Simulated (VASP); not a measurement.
VASP input:

### POSCAR
```
ZnCdSe2
1.0
  4.0785348787   0.0000000000   0.0000000000
  0.0000000000   4.0785348787   0.0000000000
  0.0000000000   0.0000000000   5.8447771088
Zn Cd Se
1 1 2
Cart
  2.0392674394   2.0392674394   2.9223885544
  0.0000000000   0.0000000000   0.0000000000
  0.0000000000   2.0392674394   4.2448774370
  2.0392674394   0.0000000000   1.5998996718
```

**INCAR**
```
SIGMA=0.05   ! width (eV)
LREAL=.FALSE.   ! projection in real space or not
EDIFF=1E-6   ! SCF stop (eV)
ENCUT=400
LMAXMIX=4   ! l cut-off of mixed one-centre charges
NSW=60
IBRION=2   ! conjugate gradients
LWAVE=.FALSE.
ISMEAR=0   ! Gaussian
EDIFFG=-0.02
LASPH=.TRUE.   ! aspherical one-centre terms
ISIF=3
PREC=Accurate
SYSTEM=ZnCdSe2
LCHARG=.FALSE.
NELM=100
ALGO=Normal   ! blocked Davidson
```

**KPOINTS**
```
Automatic mesh
0
Gamma
5 5 4
0 0 0
```

POTCAR, in this order: Zn Cd Se (LDA.64 set). Program: vasp_std.

Q: Write an equivalent input for Ansatz.

A: One equivalent input (not run):
Ansatz 0.2 input:
```yaml
crystal:
  lattice:
    - [4.0785349, 0.0000000, 0.0000000]
    - [0.0000000, 4.0785349, 0.0000000]
    - [0.0000000, 0.0000000, 5.8447771]
  atoms:
    - { symbol: Zn, position: [0.5000000, 0.5000000, 0.5000000] }
    - { symbol: Cd, position: [0.0000000, 0.0000000, 0.0000000] }
    - { symbol: Se, position: [0.0000000, 0.5000000, 0.7262685] }
    - { symbol: Se, position: [0.5000000, 0.0000000, 0.2737315] }
kpoints:
  mp_grid: { grid: [5, 5, 4] }
hamiltonian:
  xc: lda
  pseudopotentials: { kind: paw }
scf:
  occupations: { method: gaussian, width: 0.05 }
  max_iter: 100
relax:
  max_steps: 60
  f_tol: 0.02
  cell: {}
output: { forces: true, stress: true, eigenvalues: true }
```
The two are equivalent in intent, not identical: each code has its own PAW files, so the cut-off isn't converted (ENCUT is set for VASP's; basis.ecutwfc is left out, and Ansatz then takes the one that its files recommend); Ansatz stops its SCF on the density residual and VASP on the energy change (EDIFF); Ansatz's lda is the Perdew-Wang form, while the LDA potentials of VASP carry Perdew-Zunger's.

The structure comes from a computed database's ZnCdSe2 entry (P-4m2); how it stands against other phases isn't given here. This run relaxes it. Symmetry was kept, so distortions that lower it aren't found. The start is the result of an earlier pass.
